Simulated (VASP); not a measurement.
```
HgTe
1.0
    0.00000     3.35308     3.35308
    3.35308     0.00000     3.35308
    3.35308     3.35308     0.00000
Hg Te
1 1
Direct
  0.00000   0.00000   0.00000
  0.25000   0.25000   0.25000
```

Calculation: r2SCAN meta-GGA, VASP's PBE PAW potentials (set 64) (plane waves; VASP). Numerical set-up: 520 eV cut-off, 10×10×10 Γ-centred mesh, first-order Methfessel-Paxton smearing of 0.10 eV, potentials Hg Te.

### Question
Give the stress tensor in GPa (positive for a compressed cell).

### Answer

```
-2.03   0.00   0.00
 0.00  -2.03   0.00
 0.00   0.00  -2.03
```
The pressure is its mean diagonal, -2.03 GPa.

The compound is HgTe in the zinc blende structure. This cell is one point of a volume scan, at 1.06 of the reference volume.
